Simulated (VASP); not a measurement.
Output of a VASP run:

File OUTCAR:
```
 ion  position               nearest neighbor table
   1  0.750  0.250  0.500-   8 2.37   5 2.37   7 2.37   6 2.37
   2  0.000  0.000  0.000-   7 2.32   6 2.32   5 2.32   8 2.32
   3  0.250  0.750  0.500-   5 2.32   7 2.32   8 2.32   6 2.32
   4  0.500  0.500  0.000-   7 2.47   6 2.47   8 2.47   5 2.47
   5  0.364  0.371  0.476-   3 2.32   2 2.32   1 2.37   4 2.47
   6  0.629  0.105  0.993-   3 2.32   2 2.32   1 2.37   4 2.47
   7  0.895  0.888  0.524-   3 2.32   2 2.32   1 2.37   4 2.47
   8  0.112  0.636  0.007-   3 2.32   2 2.32   1 2.37   4 2.47
  LATTYP: Found a body centered tetragonal cell.
 ALAT       =     5.4701139515
 C/A-ratio  =     2.0001883454
 Subroutine PRICEL returns:
 Original cell was already a primitive cell.
 Subroutine GETGRP returns: Found  4 space group operations
The static configuration has the point symmetry S_4 .
The dynamic configuration has the point symmetry S_4 .
 Subroutine INISYM returns: Found  4 space group operations
 Subroutine IBZKPT returns following result:
 Found     21 irreducible k-points:

 Following reciprocal coordinates:
            Coordinates               Weight
  0.000000  0.000000  0.000000      1.000000
  0.200000  0.000000 -0.000000      8.000000
  0.400000  0.000000 -0.000000      8.000000
  0.200000  0.200000  0.000000      8.000000
  0.400000  0.200000  0.000000      8.000000
 -0.400000 -0.200000 -0.400000      8.000000
 -0.400000  0.200000  0.000000      8.000000
  0.400000 -0.200000 -0.200000      8.000000
 -0.200000  0.200000  0.000000      4.000000
  0.400000  0.400000 -0.000000      8.000000
 -0.400000  0.400000  0.000000      4.000000
  0.200000  0.200000  0.200000      8.000000
 -0.200000  0.200000  0.200000      4.000000
 -0.400000  0.400000  0.200000      4.000000
  0.400000 -0.400000  0.200000      4.000000
 -0.200000  0.400000  0.200000      8.000000
 -0.400000 -0.400000  0.200000      8.000000
 -0.200000 -0.400000  0.200000      8.000000
 -0.200000 -0.200000  0.200000      2.000000
 -0.400000  0.400000  0.400000      4.000000
 -0.400000 -0.400000  0.400000      2.000000
   k-points           NKPTS =     21   k-points in BZ     NKDIM =     21   number of bands    NBANDS=     37
   number of dos      NEDOS =    301   number of ions     NIONS =      8
   total plane-waves  NPLWV = 110592
   dimension x,y,z NGX =    48 NGY =   48 NGZ =   48
   dimension x,y,z NGXF=    96 NGYF=   96 NGZF=   96
   ions per type =               1   2   1   4
   PREC   = accura    normal or accurate (medium, high low for compatibility)
   ISTART =      0    job   : 0-new  1-cont  2-samecut
   ICHARG =      2    charge: 1-file 2-atom 10-const
   ISPIN  =      1    spin polarized calculation?
   LNONCOLLINEAR =      F non collinear calculations
   LSORBIT =      F    spin-orbit coupling
   INIWAV =      1    electr: 0-lowe 1-rand  2-diag
   ENCUT  =  480.0 eV  35.28 Ry    5.94 a.u.  11.97 11.97 11.97*2*pi/ulx,y,z
   NELM   =    100;   NELMIN=  2; NELMDL= -5     # of ELM steps
   EDIFF  = 0.1E-05   stopping-criterion for ELM
   LREAL  =      F    real-space projection
   NLSPLINE    = F    spline interpolate recip. space projectors
   LMAXMIX     =    4 max onsite mixed and CHGCAR
   VOSKOWN=      0    Vosko Wilk Nusair interpolation
   EDIFFG = -.2E-01   stopping-criterion for IOM
   NSW    =     60    number of steps for IOM
   NBLOCK =      1;   KBLOCK =     60    inner block; outer block
   IBRION =      2    ionic relax: 0-MD 1-quasi-New 2-CG
   NFREE  =      1    steps in history (QN), initial steepest desc. (CG)
   ISIF   =      3    stress and relaxation
   ISYM   =      2    0-nonsym 1-usesym 2-fastsym
   TEIN   =    0.0    initial temperature
   TEBEG  =    0.0;   TEEND  =   0.0 temperature during run
   SMASS  =  -3.00    Nose mass-parameter (am)
   PSTRESS=    0.0 pullay stress
   NELECT =      62.0000    total number of electrons
   EFERMI =   0.00;   METHOD = LEGACY
   ISMEAR =     0;   SIGMA  =   0.05  broadening in eV -4-tet -1-fermi 0-gaus
   IALGO  =     38    algorithm
   LDIAG  =      T    sub-space diagonalisation (order eigenvalues)
...
```

File OSZICAR:
```
       N       E                     dE             d eps       ncg     rms          rms(c)
DAV:   1     0.527513715616E+03    0.52751E+03   -0.25566E+04  1554   0.175E+03
DAV:   2     0.460539863007E+02   -0.48146E+03   -0.46618E+03  1559   0.404E+02
DAV:   3    -0.298873018701E+02   -0.75941E+02   -0.74126E+02  2180   0.172E+02
DAV:   4    -0.350088328498E+02   -0.51215E+01   -0.50734E+01  2372   0.445E+01
DAV:   5    -0.351413442013E+02   -0.13251E+00   -0.13221E+00  2138   0.686E+00    0.172E+01
DAV:   6    -0.349269445622E+02    0.21440E+00   -0.44384E+01  2508   0.120E+02    0.128E+01
DAV:   7    -0.324601830335E+02    0.24668E+01   -0.11965E+01  2108   0.101E+02    0.808E+00
DAV:   8    -0.327623859309E+02   -0.30220E+00   -0.54584E+00  2332   0.309E+01    0.440E+00
DAV:   9    -0.326144578473E+02    0.14793E+00   -0.18531E+00  2175   0.268E+01    0.101E+00
DAV:  10    -0.326016929408E+02    0.12765E-01   -0.15775E-01  2220   0.905E+00    0.270E-01
DAV:  11    -0.326038161995E+02   -0.21233E-02   -0.19559E-02  2452   0.178E+00    0.202E-01
DAV:  12    -0.326039394534E+02   -0.12325E-03   -0.22323E-03  2436   0.147E+00    0.845E-02
DAV:  13    -0.326040970327E+02   -0.15758E-03   -0.10889E-03  2436   0.602E-01    0.704E-02
DAV:  14    -0.326040129270E+02    0.84106E-04   -0.32382E-04  2444   0.382E-01    0.317E-02
DAV:  15    -0.326040207343E+02   -0.78073E-05   -0.87198E-05  2348   0.807E-02    0.131E-02
DAV:  16    -0.326040252170E+02   -0.44827E-05   -0.94127E-06  2175   0.466E-02    0.584E-03
DAV:  17    -0.326040262843E+02   -0.10673E-05   -0.12204E-06  1100   0.219E-02    0.516E-03
DAV:  18    -0.326040259407E+02    0.34357E-06   -0.27311E-06  1367   0.377E-02
   1 F= -.32604026E+02 E0= -.32603906E+02  d E =-.326040E+02
```

File OUTCAR:
```
------------------------ aborting loop because EDIFF is reached ----------------------------------------
  FORCE on cell =-STRESS in cart. coord.  units (eV):
  Direction    XX          YY          ZZ          XY          YZ          ZX
  --------------------------------------------------------------------------------------
  Total       -0.0290910     -0.0290910     -0.0465285      0.0000000     -0.0000000      0.0000000
  in kB       -0.2847335     -0.2847335     -0.4554066      0.0000004     -0.0000000      0.0000000
  external PRESSURE =      -0.3416246 kB  Pullay stress =       0.0000000 kB
  volume of cell :      163.69
      direct lattice vectors                 reciprocal lattice vectors
    -2.735056972  2.735056979  5.470629087     0.000000000  0.182811548  0.091397167
     2.735056972 -2.735056979  5.470629087     0.182811548 -0.000000000  0.091397167
     2.735056979  2.735056972 -5.470629087     0.182811548  0.182811548  0.000000000
 POSITION                                       TOTAL-FORCE (eV/Angst)
 -----------------------------------------------------------------------------------
      0.00000      2.73506      2.73531         0.000000      0.000000     -0.000000
      0.00000      0.00000      0.00000         0.000000      0.000000      0.000000
      2.73506     -0.00000      2.73531         0.000000      0.000000     -0.000000
      0.00000      0.00000      5.47063         0.000000      0.000000      0.000000
      1.32252      1.28298      1.41454         0.004714     -0.016250      0.002333
      1.28298      4.14760     -1.41454        -0.016250     -0.004714     -0.002333
      1.41254      1.45208      6.88517        -0.004714      0.016250      0.002333
      1.45208     -1.41254      4.05609         0.016250      0.004714     -0.002333
 -----------------------------------------------------------------------------------
    total drift:                               -0.000024     -0.000024     -0.000026
  FREE ENERGIE OF THE ION-ELECTRON SYSTEM (eV)
  ---------------------------------------------------
  free  energy   TOTEN  =       -32.6040259407 eV

  energy  without entropy=      -32.6037856723  energy(sigma->0) =      -32.60390581

 reached required accuracy - stopping structural energy minimisation
```
(Selected blocks of OUTCAR.)

**POSCAR**
```
ZnCu2SnS4
1
   -2.7350569723     2.7350569792     5.4706290869
    2.7350569723    -2.7350569792     5.4706290869
    2.7350569792     2.7350569723    -5.4706290869
Zn Cu Sn S
1 2 1 4
Direct
  0.7500000000   0.2500000000   0.5000000000
  0.0000000000   0.0000000000   0.0000000000
  0.2500000000   0.7500000000   0.5000000000
  0.5000000000   0.5000000000   0.0000000000
  0.3638280232   0.3710560400   0.4763141696
  0.6289439600   0.1052581296   0.9927719832
  0.8947418704   0.8875138536   0.5236858304
  0.1124861464   0.6361719768   0.0072280168
```

Q: Reconstruct the remaining input files.

A: This is not unique; one that fits is the input of the run itself, PBE GGA, plane waves, VASP's PBE PAW potentials (set 64).

**INCAR**
```
ALGO  =  Normal
EDIFF  =  1E-6
EDIFFG  =  -0.02
ENCUT  =  480
GGA  =  PE
IBRION  =  2
ISIF  =  3
ISMEAR  =  0
LASPH  =  T
LCHARG  =  F
LMAXMIX  =  4
LREAL  =  F
LWAVE  =  F
NELM  =  100
NSW  =  60
PREC  =  Accurate
SIGMA  =  0.05
SYSTEM  =  ZnCu2SnS4
```

KPOINTS:
```
kpoints
0
gamma
5 5 5
```

POTCAR, in this order: Zn Cu Sn S (PBE.64 set). Program: vasp_std.

The structure comes from a computed database's ZnCu2SnS4 entry (I-4), a phase known from measurement. It was relaxed first. The start is the result of an earlier pass.
